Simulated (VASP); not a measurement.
Data:

```
CELL_PARAMETERS angstrom
      1.35007     0.77946     4.23845
     -1.35007     0.77946     4.23845
      0.00000    -1.55892     4.23845
ATOMIC_POSITIONS crystal
  Cu 0.00000 0.00000 0.00000
  Pt 0.50000 0.50000 0.50000
```

These are PBEsol GGA, VASP's PBE PAW potentials (set 64) (plane waves; VASP) values and carry that method's errors. Run with 400 eV cut-off, Gaussian smearing of 0.050 eV, potentials Cu Pt.

Unless said otherwise, spin-orbit coupling is left out, though it shifts the bands of the heavy elements here.

Q: Estimate the band gap (along the path) with the smallest direct gap where there is one.

A: 
```yaml
band gap (along the path): none (metal, semimetal or under 0.01 eV)
```

The absolute energy has meaning only against runs of the same code, potentials and settings.

The structure was generated: CuPt was put into the CuPt type (R-3m), which need not be its known phase. It was relaxed first. The electron count is odd and the run is not spin-polarised, which forces a metal.
